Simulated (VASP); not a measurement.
# CeO2 (Cerianite): how numerical settings change the zone-centre modes, part 2 of 2

How far do the zone-centre frequencies of CeO2 (Cerianite) depend on the numerical settings? The starting structure is a measured crystal structure from the Crystallography Open Database.

VASP 6.6.1.

Results so far: reference T2g 460.9 cm⁻¹.

## Step 3: Modes with a 4×4×4 mesh

Level of this step: LDA, DFT+U (Ce f 6 eV), spin-polarised from a ferromagnetic start; plane waves and PAW (Ce, O) (VASP).

Against step 2 the input has a 4×4×4 mesh.

INCAR

```
SYSTEM = CeO2
PREC = Accurate
ENCUT = 520
EDIFF = 1E-08
NELM = 100
ISMEAR = 0
SIGMA = 0.03
LREAL = .FALSE.
ALGO = Normal
GGA = CA
NBANDS = 19
ISPIN = 2
MAGMOM = 1 0 0
LDAU = .TRUE.
LDAUTYPE = 2
LDAUL = 3 -1
LDAUU = 6 0
LDAUJ = 0 0
LDAUPRINT = 1
LASPH = .TRUE.
LMAXMIX = 6
LORBIT = 11
LWAVE = .FALSE.
LCHARG = .FALSE.
KPAR = 2
IBRION = 6
NFREE = 2
POTIM = 0.015
NSW = 1
ISIF = 2
```

POSCAR

```
CeO2
1.0
    0.0000000000      2.7077996972      2.7077996972
    2.7077996972      0.0000000000      2.7077996972
    2.7077996972      2.7077996972      0.0000000000
Ce O
1 2
Direct
    0.0000000000      0.0000000000      0.0000000000
    0.7500000000      0.7500000000      0.7500000000
    0.2500000000      0.2500000000      0.2500000000
```

KPOINTS

```
Automatic mesh
0
Gamma
4 4 4
0 0 0
```

The projector-augmented-wave data sets are Ce and O (LDA family, release 64).

Launch:

```console
mpirun -np 2 vasp_std
```

The program printed:

```text
[... set-up lines as in an earlier step ...]
 entering main loop
       N       E                     dE             d eps       ncg     rms          rms(c)
DAV:   1     0.241802258623E+03    0.24180E+03   -0.11083E+04   616   0.150E+03
DAV:   2     0.295576262524E+01   -0.23885E+03   -0.21072E+03   796   0.297E+02
DAV:   3    -0.320479770313E+02   -0.35004E+02   -0.31749E+02   691   0.139E+02
DAV:   4    -0.331903682660E+02   -0.11424E+01   -0.11412E+01   920   0.239E+01
[...]
DAV:  22    -0.264988167561E+02   -0.15909E-07   -0.10146E-07   890   0.191E-03    0.197E-02
DAV:  23    -0.264988167432E+02    0.12835E-07   -0.76417E-08   773   0.284E-03    0.204E-02
DAV:  24    -0.264988167437E+02   -0.46475E-09   -0.39807E-09   304   0.623E-04
   1 F= -.26498817E+02 E0= -.26498817E+02  d E =-.899828E-31  mag=    -0.0000
[...]
2 F= -.26497779E+02 E0= -.26497779E+02  d E =-.641329E-31  mag=    -0.0000
[...]
3 F= -.26497779E+02 E0= -.26497779E+02  d E =-.651398E-31  mag=     0.0000
[...]
4 F= -.26497857E+02 E0= -.26497857E+02  d E =-.337440E-30  mag=     0.0000
[...]
5 F= -.26497857E+02 E0= -.26497857E+02  d E =-.315870E-30  mag=     0.0000
 Finite differences progress:
  Degree of freedom:   2/  2
  Displacement:        2/  2
  Total:               4/  4
```

The job ended after 91 s (2 MPI ranks of Intel Xeon Platinum 8488C (Sapphire Rapids), shared host; peak memory 0.34 GiB; 3 min of CPU time).

Parts of OUTCAR (step 3):

```text
  Total        0.0094947      0.0073657      0.0073657      0.0000000     -0.0586190      0.0000000
  in kB        0.3830990      0.2971983      0.2971983      0.0000000     -2.3652096      0.0000000
  external PRESSURE =       0.3258319 kB  Pullay stress =       0.0000000 kB

 POSITION                                       TOTAL-FORCE (eV/Angst)
 -----------------------------------------------------------------------------------
      0.00000      0.00000      0.00000        -0.068967     -0.000000     -0.000000
      4.04670      4.06170      4.06170         0.128206     -0.000000     -0.000000
      1.35390      1.35390      1.35390        -0.059239      0.000000      0.000000
 -----------------------------------------------------------------------------------
    total drift:                               -0.000145      0.000001      0.000001

  FREE ENERGIE OF THE ION-ELECTRON SYSTEM (eV)
  ---------------------------------------------------
  free  energy   TOTEN  =       -26.4978570478 eV

  energy  without entropy=      -26.4978570478  energy(sigma->0) =      -26.49785705

 magnetization (x)
# of ion       s       p       d       f       tot
--------------------------------------------------
    1        0.000   0.000  -0.000  -0.000  -0.000
    2       -0.000   0.000   0.000   0.000   0.000
    3       -0.000   0.000   0.000   0.000   0.000
--------------------------------------------------
tot          0.000   0.000  -0.000  -0.000   0.000

[... 1 part as in an earlier step ...]

[... 2 further parts left out ...]
[key lines of the parts left out:]
E-fermi :   5.5760
```

The last energy, forces and stress in OUTCAR belong to the last displaced cell, not to that of POSCAR.

With a 4×4×4 mesh the modes are T2g 460.8, T1u 310.0 cm⁻¹; the largest shift is -0.1 cm⁻¹, in T2g, from the reference.

## Step 4: Modes with a cutoff of 400 eV

Against step 2 the input has ENCUT = 400.

INCAR: that of step 3 with these lines changed.

```diff
@@ -2,3 +2,3 @@
 PREC = Accurate
-ENCUT = 520
+ENCUT = 400
 EDIFF = 1E-08
```

POSCAR is that of step 3.

KPOINTS

```
Automatic mesh
0
Gamma
8 8 8
0 0 0
```

Launch:

```console
mpirun -np 2 vasp_std
```

The program printed:

```text
[... set-up lines as in an earlier step ...]
 entering main loop
       N       E                     dE             d eps       ncg     rms          rms(c)
DAV:   1     0.227128527706E+03    0.22713E+03   -0.93107E+03  2220   0.123E+03
DAV:   2     0.710259975343E+00   -0.22642E+03   -0.19716E+03  2838   0.272E+02
DAV:   3    -0.322455929735E+02   -0.32956E+02   -0.31356E+02  2481   0.127E+02
DAV:   4    -0.331933148855E+02   -0.94772E+00   -0.94694E+00  3661   0.211E+01
[...]
DAV:  20    -0.265471372316E+02   -0.57467E-07   -0.46168E-07  2895   0.422E-03    0.152E-01
DAV:  21    -0.265471372132E+02    0.18359E-07   -0.18845E-07  2766   0.543E-03    0.435E-02
DAV:  22    -0.265471372207E+02   -0.74378E-08   -0.26060E-08  1941   0.178E-03
   1 F= -.26547137E+02 E0= -.26547137E+02  d E =-.211518E-11  mag=    -0.0000
[...]
2 F= -.26546093E+02 E0= -.26546093E+02  d E =-.171343E-11  mag=    -0.0000
[...]
3 F= -.26546093E+02 E0= -.26546093E+02  d E =-.176052E-11  mag=    -0.0000
[...]
4 F= -.26546163E+02 E0= -.26546163E+02  d E =-.286804E-11  mag=    -0.0000
[...]
5 F= -.26546163E+02 E0= -.26546163E+02  d E =-.289550E-11  mag=     0.0000
 Finite differences progress:
  Degree of freedom:   2/  2
  Displacement:        2/  2
  Total:               4/  4
```

Run time: 3.9 min. Hardware: 2 MPI ranks; peak memory 0.51 GiB.

Parts of OUTCAR (step 4):

```text
  Total       -1.2059447     -1.2078918     -1.2078918      0.0000000     -0.0584486      0.0000000
  in kB      -48.6584635    -48.7370244    -48.7370244      0.0000000     -2.3583335      0.0000000
  external PRESSURE =     -48.7108375 kB  Pullay stress =       0.0000000 kB

 POSITION                                       TOTAL-FORCE (eV/Angst)
 -----------------------------------------------------------------------------------
      0.00000      0.00000      0.00000        -0.069587      0.000000      0.000000
      4.04670      4.06170      4.06170         0.130345      0.000000      0.000000
      1.35390      1.35390      1.35390        -0.060758      0.000000      0.000000
 -----------------------------------------------------------------------------------
    total drift:                               -0.000218      0.000001      0.000001

  FREE ENERGIE OF THE ION-ELECTRON SYSTEM (eV)
  ---------------------------------------------------
  free  energy   TOTEN  =       -26.5461626829 eV

  energy  without entropy=      -26.5461626829  energy(sigma->0) =      -26.54616268

 magnetization (x)
# of ion       s       p       d       f       tot
--------------------------------------------------
    1        0.000   0.000  -0.000   0.000   0.000
    2        0.000  -0.000   0.000   0.000  -0.000
    3        0.000  -0.000   0.000   0.000  -0.000
--------------------------------------------------
tot          0.000  -0.000  -0.000   0.000  -0.000

[... 1 part as in an earlier step ...]

[... 2 further parts left out ...]
[key lines of the parts left out:]
E-fermi :   5.4537
```

With a cutoff of 400 eV the modes are T2g 465.2, T1u 311.1 cm⁻¹; the largest shift is +4.3 cm⁻¹, in T2g, from the reference.

## Step 5: Modes with a 10×10×10 mesh

Against step 2 the input has a 10×10×10 mesh.

INCAR: that of step 4 with these lines changed.

```diff
@@ -2,3 +2,3 @@
 PREC = Accurate
-ENCUT = 400
+ENCUT = 520
 EDIFF = 1E-08
```

POSCAR is that of step 4.

KPOINTS

```
Automatic mesh
0
Gamma
10 10 10
0 0 0
```

Launch:

```console
mpirun -np 2 vasp_std
```

The program printed:

```text
[... set-up lines as in an earlier step ...]
 entering main loop
       N       E                     dE             d eps       ncg     rms          rms(c)
DAV:   1     0.247227611833E+03    0.24723E+03   -0.11098E+04  3612   0.152E+03
DAV:   2     0.386676572354E+01   -0.24336E+03   -0.21406E+03  4742   0.292E+02
DAV:   3    -0.321112951151E+02   -0.35978E+02   -0.33577E+02  4028   0.140E+02
DAV:   4    -0.332091021260E+02   -0.10978E+01   -0.10968E+01  5679   0.236E+01
[...]
DAV:  19    -0.264991316732E+02   -0.13991E-06   -0.25962E-07  4622   0.407E-03    0.908E-02
DAV:  20    -0.264991316735E+02   -0.33560E-09   -0.19835E-07  5145   0.505E-03    0.358E-02
DAV:  21    -0.264991316775E+02   -0.39636E-08   -0.14767E-08  3008   0.901E-04
   1 F= -.26499132E+02 E0= -.26499132E+02  d E =-.165050E-17  mag=     0.0000
[...]
2 F= -.26498094E+02 E0= -.26498094E+02  d E =-.133942E-17  mag=     0.0000
[...]
3 F= -.26498094E+02 E0= -.26498094E+02  d E =-.135067E-17  mag=    -0.0000
[...]
4 F= -.26498171E+02 E0= -.26498171E+02  d E =-.337804E-17  mag=     0.0000
[...]
5 F= -.26498171E+02 E0= -.26498171E+02  d E =-.329684E-17  mag=    -0.0000
 Finite differences progress:
  Degree of freedom:   2/  2
  Displacement:        2/  2
  Total:               4/  4
```

Wall time 9.3 min (2 MPI ranks); peak memory 0.87 GiB; 15 min of CPU time.

Parts of OUTCAR (step 5):

```text
  Total        0.0042084      0.0020476      0.0020476      0.0000000     -0.0583675      0.0000000
  in kB        0.1698049      0.0826186      0.0826186      0.0000000     -2.3550605      0.0000000
  external PRESSURE =       0.1116807 kB  Pullay stress =       0.0000000 kB

 POSITION                                       TOTAL-FORCE (eV/Angst)
 -----------------------------------------------------------------------------------
      0.00000      0.00000      0.00000        -0.069114      0.000000      0.000000
      4.04670      4.06170      4.06170         0.128461      0.000000      0.000000
      1.35390      1.35390      1.35390        -0.059346     -0.000000     -0.000000
 -----------------------------------------------------------------------------------
    total drift:                               -0.000111      0.000001      0.000001

  FREE ENERGIE OF THE ION-ELECTRON SYSTEM (eV)
  ---------------------------------------------------
  free  energy   TOTEN  =       -26.4981714741 eV

  energy  without entropy=      -26.4981714741  energy(sigma->0) =      -26.49817147

 magnetization (x)
# of ion       s       p       d       f       tot
--------------------------------------------------
    1        0.000  -0.000   0.000   0.000   0.000
    2        0.000  -0.000   0.000   0.000  -0.000
    3        0.000  -0.000   0.000   0.000  -0.000
--------------------------------------------------
tot          0.000  -0.000   0.000   0.000   0.000

[... 1 part as in an earlier step ...]

[... 2 further parts left out ...]
[key lines of the parts left out:]
E-fermi :   5.4578
```

With a 10×10×10 mesh the modes are T2g 461.0, T1u 310.2 cm⁻¹; the largest shift is +0.2 cm⁻¹, in T1u, from the reference.

## Step 6: The runs compared

| run | T2g | T1u | core minutes |
| --- | --- | --- | --- |
| reference | 460.9 | 310.0 | 10.2 |
| a 4×4×4 mesh | 460.8 | 310.0 | 3.03 |
| a cutoff of 400 eV | 465.2 | 311.1 | 7.87 |
| a 10×10×10 mesh | 461.0 | 310.2 | 18.6 |

Modes are in cm⁻¹, degenerate ones as one, matched between runs by symmetry and order. A number in brackets counts the listed modes of one symmetry from the lowest. The symmetry labels come from an automatic analysis and can be wrong where levels nearly coincide. Core minutes are wall time times ranks of the run shown, on a shared host.

## Step 7: What came out

```yaml
t2g_reference: 460.9 cm⁻¹
t1u_reference: 310.0 cm⁻¹
t2g_a_4x4x4_mesh: 460.8 cm⁻¹
t1u_a_4x4x4_mesh: 310.0 cm⁻¹
t2g_a_cutoff_of_400_ev: 465.2 cm⁻¹
t1u_a_cutoff_of_400_ev: 311.1 cm⁻¹
t2g_a_10x10x10_mesh: 461.0 cm⁻¹
t1u_a_10x10x10_mesh: 310.2 cm⁻¹
```

In words: The largest change comes with a cutoff of 400 eV: +4.3 cm⁻¹ in T2g. On finer settings the modes change by up to +0.2 cm⁻¹ in T1u with a 10×10×10 mesh. Other changes move the modes by more: +4.3 cm⁻¹ in T2g with a cutoff of 400 eV. The frequencies are harmonic, and the splitting of polar modes by their long-range field is left out. Further runs on this material are not shown.

[Lines on the potential files, build, host, timing and source positions are cut from VASP's logs without a mark.]

[Logs are printed without paths, hosts, clocks, repeated set-up lines and the standing remarks that a program may print on its own settings, such as how far it seeks lower states.]

[Hosts, paths, dates, database ids (printed as entryN), source tags and the programs' standing remarks are cut or masked in the printed files.]
